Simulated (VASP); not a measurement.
Input:

```xyz
2
Lattice="0.0000 2.4197 2.4197 2.4197 0.0000 2.4197 2.4197 2.4197 0.0000" Properties=species:S:1:pos:R:3 pbc="T T T"
B      0.0000     0.0000     0.0000
As     1.2099     1.2099     1.2099
```

Calculation: revPBE GGA, VASP's PBE PAW potentials (set 64) (plane waves; VASP). Settings: 520 eV cut-off, Gaussian smearing of 0.050 eV, potentials B As.

Task: Give the energies of bands 2 to 7 at the high-symmetry points, in eV from the valence-band maximum.

Result: 
```json
[
 {"band": "2", "Γ": "0.00", "X": "-8.35", "U": "-7.99", "L": "-8.52", "W": "-7.93"},
 {"band": "3", "Γ": "0.00", "X": "-3.92", "U": "-5.69", "L": "-1.76", "W": "-5.25"},
 {"band": "4", "Γ": "0.00", "X": "-3.92", "U": "-3.35", "L": "-1.76", "W": "-4.97"},
 {"band": "5", "Γ": "3.23", "X": "1.49", "U": "2.08", "L": "2.48", "W": "5.27"},
 {"band": "6", "Γ": "3.23", "X": "1.52", "U": "5.47", "L": "4.74", "W": "5.76"},
 {"band": "7", "Γ": "3.23", "X": "11.04", "U": "8.98", "L": "4.74", "W": "6.75"}
]
```

The gap is indirect, 1.24 eV, from the valence maximum at Γ to the conduction minimum at Γ-X at 0.79.

Measured: gap 1.82 eV (computed value off by -0.58 eV), as given by Wikipedia, List of semiconductor materials.

The compound is BAs in the zinc blende structure. It was relaxed first.
